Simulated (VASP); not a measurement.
Consider the following.

```
BeTe
1.0
    0.00000     2.79512     2.79512
    2.79512     0.00000     2.79512
    2.79512     2.79512     0.00000
Be Te
1 1
Direct
  0.00000   0.00000   0.00000
  0.25000   0.25000   0.25000
```

Method: r2SCAN+rVV10, VASP's PBE PAW potentials (set 64) (plane waves; VASP). Settings: 520 eV cut-off, 8×8×8 Γ-centred mesh, Gaussian smearing of 0.050 eV, potentials Be Te.

Unless said otherwise, spin-orbit coupling is left out, though it shifts the bands of the heavy elements here.

Question: Estimate the energy per atom (σ→0), pressure, band gap (on the k-mesh) with the smallest direct gap where there is one.

Answer: 
The band gap (on the k-mesh) comes out as 2.22 eV. The smallest direct gap (on the k-mesh) is 3.98 eV and the energy per atom (σ→0) is -15.248 eV/atom. The pressure comes out as 19.7 kbar.

The compound is BeTe in the zinc blende structure. This cell is one point of a volume scan, at 0.97 of the reference volume.
